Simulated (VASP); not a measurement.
A VASP calculation is set up with these files.

### INCAR
```
# general
SYSTEM  = Sc
PREC    = Accurate
ENCUT   = 150   # plane-wave cut-off (eV)
LREAL   = .False.   # projection in real space or not
LASPH   = .True.

# electronic loop
EDIFF   = 1E-6
NELM    = 100
ALGO    = Normal   # blocked Davidson
LMAXMIX = 4   # l cut-off of mixed one-centre charges

# smearing
ISMEAR  = 0   # Gaussian
SIGMA   = 0.2

# ions
ISIF    = 2   # forces and stress, cell fixed

# output
LWAVE   = .False.
LCHARG  = .False.
```

### KPOINTS
```
Automatic mesh
0
Gamma
8 8 8
0.5 0.5 0.5
```

**POSCAR**
```
Sc
1.0
  3.2744420000   0.0000000000   0.0000000000
 -1.6372210000   2.8357490000   0.0000000000
  0.0000000000   0.0000000000  10.5355380000
Sc
4
Cart
  0.0000000000   0.0000000000   0.0000000000
  0.0000000000   0.0000000000   5.2677690000
 -0.0000016372   1.8905002786   2.6338845000
  1.6372226372   0.9452487214   7.9016535000
```

POTCAR, in this order: Sc_sv (LDA.64 set). Program: vasp_std.

Problem. Write an equivalent input for Quantum ESPRESSO's pw.x.

Solution. One equivalent input (not run):
```
&CONTROL
  calculation = 'scf'
  pseudo_dir = './pseudo'
  outdir = './out'
  tprnfor = .true.
  tstress = .true.
/
&SYSTEM
  ibrav = 0
  nat = 4
  ntyp = 1
  ecutwfc = 78
  occupations = 'smearing'
  smearing = 'gaussian'
  degauss = 0.0147
  input_dft = 'pz'
/
&ELECTRONS
  conv_thr = 7.3e-08
  electron_maxstep = 100
/
ATOMIC_SPECIES
  Sc 44.956 Sc.upf
CELL_PARAMETERS angstrom
     3.2744420    0.0000000    0.0000000
    -1.6372210    2.8357490    0.0000000
     0.0000000    0.0000000   10.5355380
ATOMIC_POSITIONS crystal
  Sc   0.0000000  0.0000000  0.0000000
  Sc   0.0000000  0.0000000  0.5000000
  Sc   0.3333330  0.6666670  0.2500000
  Sc   0.6666670  0.3333330  0.7500000
K_POINTS automatic
  8 8 8 1 1 1
```
What does not carry over: the potentials are each code's own (VASP's PAW set, PseudoDojo norm-conserving files in pw.x), so ENCUT and ecutwfc are chosen apart and not converted; conv_thr bounds pw.x's estimated SCF error, while EDIFF bounds the energy change between steps.

The structure was generated: Sc was put into an ordered model structure, which need not be its known phase. The cell was not relaxed at this level. The run is one of a series of settings (ENCUT = 150, KPOINTS 8×8×8 Γ-centred mesh shifted by (0.5, 0.5, 0.5) against the base run), some of them coarse on purpose.
